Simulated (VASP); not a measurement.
```
Er
1.0
    1.81560    -3.14471     0.00000
    1.81560     3.14471     0.00000
    0.00000     0.00000     5.70180
Er
2
Direct
  0.33333   0.66667   0.25000
  0.66667   0.33333   0.75000
```

The base run (VASP): PBE GGA, plane waves, VASP's PBE PAW potentials (set 64). Numerical set-up: 400 eV cut-off, 10×10×6 Γ-centred mesh, first-order Methfessel-Paxton smearing of 0.10 eV, potentials Er_3.

The 4f electrons are frozen in the core of the lanthanide potential, so 4f levels, which can set the real gap, and their magnetism are missing.

The base run took about 20 core-seconds. Costs are core time on shared hosts, one run each; read them as rough ratios.

Pressures at a finite cut-off, here 400 eV, hold a Pulay part, which wasn't tested here.

```csv
setting,cost over the base run,electronic steps,pressure (GPa)
IVDW = 12,within a factor of 2,11,-3.86
GGA = PS,within a factor of 2,11,-4.43
base run,reference,11,-2.27
GGA = RE,within a factor of 2,12,-1.01
GGA = AM,within a factor of 2,11,-4.01
"GGA removed, LMIXTAU = .TRUE., METAGGA = TPSS",about 7 times,19,-3.23
"GGA removed, LMIXTAU = .TRUE., METAGGA = SCAN",[?],[?],[?]
```

Question: Complete the blanks.

Answer: 
- GGA removed, LMIXTAU = .TRUE., METAGGA = SCAN, cost over the base run: about 8 times
- GGA removed, LMIXTAU = .TRUE., METAGGA = SCAN, electronic steps: 22
- GGA removed, LMIXTAU = .TRUE., METAGGA = SCAN, pressure (GPa): -3.96

Left out are runs that failed, have no time on record or changed the cell.

The compound is Er in the hcp structure. The cell was not relaxed at this level.
